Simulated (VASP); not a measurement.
Here is a VASP 6.6.1 calculation.

File INCAR:

```
ALGO = Normal
EDIFF = 1E-7
EDIFFG = -0.005
ENCUT = 600
GGA = PE
IBRION = 2
ISIF = 3
ISMEAR = 1
KPAR = 2
LASPH = T
LCHARG = F
LREAL = F
LWAVE = F
NELM = 80
NSW = 90
PREC = Accurate
PSTRESS = 220.0
SIGMA = 0.1
```

File KPOINTS:

```
k-points
0
Gamma
  16 16 16
```

POSCAR

```
Mo                                      
1.0
   -1.5431283743      1.5431283743      1.5431283743
    1.5431283743     -1.5431283743      1.5431283743
    1.5431283743      1.5431283743     -1.5431283743
  Mo            
     1
Direct
     0.0000000000000000    0.0000000000000000    0.0000000000000000
```

Potentials or basis: VASP PAW PBE potentials, release 64 (Mo_sv).

Launch:

```console
$ cat potpaw_PBE.64/Mo_sv/POTCAR > POTCAR
$ mpirun -np 2 vasp_std > vasp.out
```

What does it give for the band gap on the k mesh?

None (metal or under the smearing width).

Final structure:
```
Mo
1.0
    -1.54313    1.54313    1.54313
     1.54313   -1.54313    1.54313
     1.54313    1.54313   -1.54313
Mo
1
Direct
  0.00000 0.00000 0.00000
```

Caveat: the relaxation stopped at its first step, so nothing moved.
